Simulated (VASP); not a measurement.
Computed with TPSS meta-GGA, VASP's PBE PAW potentials (set 64) (plane waves; VASP).

Input for VASP

### POSCAR
```
ZrS2
1.0
  1.8236881073  -3.1587204814   0.0000000000
  1.8236881073   3.1587204814   0.0000000000
  0.0000000000   0.0000000000   6.9644301293
Zr S
1 2
direct
  0.0000000000   0.0000000000   1.0000000000
  0.3333330000   0.6666670000   0.2061344770
  0.6666670000   0.3333330000   0.7938655230
```

**INCAR**
```
! general
SYSTEM   =  ZrS2
PREC     =  Accurate
ENCUT    =  520
LREAL    =  .False.
LASPH    =  .True.

! electronic loop
EDIFF    =  1E-7
NELM     =  100
ALGO     =  Normal
LMAXMIX  =  4
LMIXTAU  =  .True.

! smearing
ISMEAR   =  0
SIGMA    =  0.05

! functional
METAGGA  =  TPSS

! ions
IBRION   =  2
NSW      =  30
ISIF     =  4
EDIFFG   =  -0.01

! output
LWAVE    =  .False.
LCHARG   =  .False.
```

File KPOINTS:
```
Automatic mesh
0
Gamma
7 7 3
0 0 0
```

POTCAR, in this order: Zr_sv S (PBE.64 set). Program: vasp_std.

Without a dispersion term in the relaxation, distances and binding between the weakly bound layers, chains or molecules are unreliable, and so is what depends on them.

Q: Predict the energy per atom (σ→0).

A: 
```yaml
energy per atom (σ→0): -13.512 eV/atom
```

OSZICAR:
```
...
DAV:   8    -0.405349010207E+02   -0.13388E-04   -0.13263E-05   792   0.340E-02    0.230E-03
DAV:   9    -0.405349035542E+02   -0.25335E-05   -0.22471E-06   704   0.129E-02    0.128E-03
DAV:  10    -0.405349028120E+02    0.74221E-06   -0.67931E-07   704   0.900E-03    0.614E-04
DAV:  11    -0.405349035203E+02   -0.70835E-06   -0.26974E-07   648   0.545E-03    0.314E-04
DAV:  12    -0.405349033846E+02    0.13576E-06   -0.23584E-08   408   0.152E-03    0.163E-04
DAV:  13    -0.405349035871E+02   -0.20258E-06   -0.10386E-08   344   0.109E-03    0.968E-05
DAV:  14    -0.405349035216E+02    0.65506E-07   -0.25785E-09   344   0.507E-04
   5 F= -.40534904E+02 E0= -.40534904E+02  d E =-.280217E-02
```

The compound is ZrS2 in the 1T layered structure. This cell is one point of a volume scan, at 0.97 of the reference volume. Symmetry was kept, so distortions that lower it aren't found.
